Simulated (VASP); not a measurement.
Given:

```yaml
crystal:
  lattice:
    - [1.65994, -5.51950, 0.00000]
    - [1.65994, 5.51950, 0.00000]
    - [0.00000, 0.00000, 4.52577]
  atoms:
    - { symbol: P, position: [0.09620, 0.90380, 0.91463] }
    - { symbol: P, position: [0.40380, 0.59620, 0.41463] }
    - { symbol: P, position: [0.59620, 0.40380, 0.58537] }
    - { symbol: P, position: [0.90380, 0.09620, 0.08537] }
```

Calculation: PW91 GGA, VASP's PBE PAW potentials (set 64) (plane waves; VASP). Settings: 520 eV cut-off, Gaussian smearing of 0.050 eV, potentials P.

Without a dispersion term in the relaxation, distances and binding between the weakly bound layers, chains or molecules are unreliable, and so is what depends on them.

Task: Give the energies of bands 4 to 13 at the high-symmetry points, in eV from the valence-band maximum.

Result: 
```
band      Γ      Y     C0      Z      A0      T       S       R
----  -----  -----  -----  -----  ------  -----  ------  ------
4     -6.61  -5.90  -9.25  -8.78  -10.21  -9.26  -10.00  -10.33
5     -4.97  -5.47  -5.58  -4.32   -6.01  -3.14   -5.37   -5.50
6     -4.81  -5.43  -5.15  -4.32   -6.01  -3.14   -5.37   -5.50
7     -3.92  -4.01  -3.56  -3.11   -4.68  -2.77   -3.30   -5.29
8     -2.72  -2.27  -3.31  -3.11   -4.68  -2.77   -3.30   -5.29
9     -2.43  -1.63  -2.56  -1.53   -1.72  -1.82   -2.58   -1.81
10    -1.16   0.00  -2.37  -1.53   -1.72  -1.82   -2.58   -1.81
11     0.70   0.07   0.75   1.47    1.82   1.45    0.73    1.74
12     1.15   0.91   0.88   1.47    1.82   1.45    0.73    1.74
13     1.98   2.18   1.18   2.82    3.38   2.50    1.42    3.51
```

The gap is direct, 0.07 eV, from the valence maximum at Y to the conduction minimum at Y.

Measured: gap 0.35 eV (computed value off by -0.28 eV), as given by Das et al., (2018), arXiv:1807.05623.

The compound is P in the black structure. It was relaxed first, which changed the volume by +9 %.
